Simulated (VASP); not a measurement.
These are PBEsol GGA, VASP's PBE PAW potentials (set 64) (plane waves; VASP) values and carry that method's errors.

VASP ran on this input.

KPOINTS:
```
kpoints
0
gamma
  10 10 4
0 0 0
```

### INCAR
```
! general
SYSTEM  = C
PREC    = Accurate
ENCUT   = 620   ! plane-wave cut-off (eV)
LREAL   = .FALSE.
LASPH   = .TRUE.   ! aspherical one-centre terms

! electronic loop
EDIFF   = 1E-6
NELM    = 100
ALGO    = Normal   ! blocked Davidson

! smearing
ISMEAR  = 0   ! Gaussian
SIGMA   = 0.05

! functional
GGA     = PS   ! PBEsol

! ions
IBRION  = 2   ! conjugate gradients
NSW     = 40   ! most ionic steps
ISIF    = 3
EDIFFG  = -0.02
PSTRESS = 50

! output
LWAVE   = .FALSE.
LCHARG  = .FALSE.
```

### POSCAR
```
C
1.0
  1.2248541925  -2.1215090710   0.0000000000
  1.2248541925   2.1215090710   0.0000000000
  0.0000000000   0.0000000000   6.2231616997
C
4
Cart
  0.0000000000   0.0000000000   1.5557904249
  0.0000000000   0.0000000000   4.6673712748
  1.2248541925   0.7071711047   1.5557904249
  1.2248541925  -0.7071711047   4.6673712748
```

POTCAR, in this order: C (PBE.64 set). Program: vasp_std.

The resulting files:

OUTCAR:
```
 ion  position               nearest neighbor table
   1  0.000  0.000  0.250-   3 1.41   3 1.41   3 1.41
   2  0.000  0.000  0.750-   4 1.41   4 1.41   4 1.41
   3  0.333  0.667  0.250-   1 1.41   1 1.41   1 1.41
   4  0.667  0.333  0.750-   2 1.41   2 1.41   2 1.41
  LATTYP: Found a hexagonal cell.
 ALAT       =     2.4497078461
 C/A-ratio  =     2.5403689300
 Subroutine PRICEL returns:
 Original cell was already a primitive cell.
 Subroutine GETGRP returns: Found 24 space group operations
The static configuration has the point symmetry D_3d.
 The point group associated with its full space group is D_6h.
The dynamic configuration has the point symmetry D_3d.
 Subroutine INISYM returns: Found 24 space group operations
 Subroutine IBZKPT returns following result:
 Found     42 irreducible k-points:

 Following reciprocal coordinates:
            Coordinates               Weight
  0.000000  0.000000  0.000000      1.000000
  0.100000 -0.000000  0.000000      6.000000
  0.200000 -0.000000  0.000000      6.000000
  0.300000 -0.000000  0.000000      6.000000
  0.400000  0.000000  0.000000      6.000000
...
```

OSZICAR:
```
       N       E                     dE             d eps       ncg     rms          rms(c)
DAV:   1     0.540009476916E+02    0.54001E+02   -0.94045E+03  1008   0.143E+03
DAV:   2    -0.371839807775E+02   -0.91185E+02   -0.83348E+02  1476   0.245E+02
DAV:   3    -0.408817092398E+02   -0.36977E+01   -0.36678E+01  1280   0.489E+01
DAV:   4    -0.409273347817E+02   -0.45626E-01   -0.45531E-01  1260   0.622E+00
DAV:   5    -0.409283266935E+02   -0.99191E-03   -0.99176E-03  1240   0.834E-01    0.917E+00
DAV:   6    -0.391022138646E+02    0.18261E+01   -0.17925E+00  1164   0.941E+00    0.531E+00
DAV:   7    -0.385309964366E+02    0.57122E+00   -0.18837E+00  1192   0.978E+00    0.132E+00
DAV:   8    -0.385337227770E+02   -0.27263E-02   -0.54891E-02  1156   0.162E+00    0.982E-02
DAV:   9    -0.385336032310E+02    0.11955E-03   -0.98920E-04  1272   0.266E-01    0.535E-02
DAV:  10    -0.385336794347E+02   -0.76204E-04   -0.81519E-05  1256   0.814E-02    0.260E-02
DAV:  11    -0.385336779944E+02    0.14402E-05   -0.24857E-06  1076   0.141E-02    0.211E-03
DAV:  12    -0.385336779768E+02    0.17661E-07   -0.42220E-07   812   0.567E-03
   1 F= -.37524356E+02 E0= -.37524356E+02  d E =-.375244E+02
```

### OUTCAR
```
------------------------ aborting loop because EDIFF is reached ----------------------------------------
  FORCE on cell =-STRESS in cart. coord.  units (eV):
  Direction    XX          YY          ZZ          XY          YZ          ZX
  --------------------------------------------------------------------------------------
  Total        1.0307442      1.0307436      0.9830536     -0.0000000     -0.0000000      0.0000000
  in kB       51.0612120     51.0611820     48.6987060     -0.0000000     -0.0000000      0.0000000
  external PRESSURE =       0.2737000 kB  Pullay stress =      50.0000000 kB
  volume of cell :       32.34
      direct lattice vectors                 reciprocal lattice vectors
     1.224854193 -2.121509071  0.000000000     0.408211853 -0.235681293  0.000000000
     1.224854193  2.121509071  0.000000000     0.408211853  0.235681293  0.000000000
     0.000000000  0.000000000  6.223161700     0.000000000  0.000000000  0.160690024
 POSITION                                       TOTAL-FORCE (eV/Angst)
 -----------------------------------------------------------------------------------
      0.00000      0.00000      1.55579         0.000000      0.000000      0.000000
      0.00000      0.00000      4.66737        -0.000000     -0.000000     -0.000000
      1.22485      0.70717      1.55579         0.000000     -0.000000      0.000000
      1.22485     -0.70717      4.66737        -0.000000      0.000000     -0.000000
 -----------------------------------------------------------------------------------
    total drift:                                0.000000     -0.000000      0.000000
  FREE ENERGIE OF THE ION-ELECTRON SYSTEM (eV)
  ---------------------------------------------------
  free  energy   TOTEN  =       -38.5336779768 eV

  energy  without entropy=      -38.5336779768  energy(sigma->0) =      -38.53367798
  enthalpy is  TOTEN    =       -37.5243558612 eV   P V=        1.0093221156

 reached required accuracy - stopping structural energy minimisation
```
(Selected blocks of OUTCAR.)

Without a dispersion term in the relaxation, distances and binding between the weakly bound layers, chains or molecules are unreliable, and so is what depends on them.

The compound is C in the graphite structure. It was relaxed first under an external pressure of 5 GPa.
